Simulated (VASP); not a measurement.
Here is the system:

```xyz
2
Lattice="1.3482 -2.3352 0.0000 1.3482 2.3352 0.0000 0.0000 0.0000 4.2544" Properties=species:S:1:pos:R:3 pbc="T T T"
Ru     1.3482     0.7784     1.0636
Ru     1.3482    -0.7784     3.1908
```

Computed with vdW-DF-cx, VASP's PBE PAW potentials (set 64) (plane waves; VASP 6.6.1). Settings: 520 eV cut-off, Gaussian smearing of 0.050 eV, potentials Ru_pv.

Task: What does the run give for the band gap (along the path) with the smallest direct gap where there is one?

Result: 
```yaml
band gap (along the path): none (metal, semimetal or under 0.01 eV)
```

Total energies compare only between runs with the same potentials, cut-off and functional.

The compound is Ru in the hcp structure. It was relaxed first.
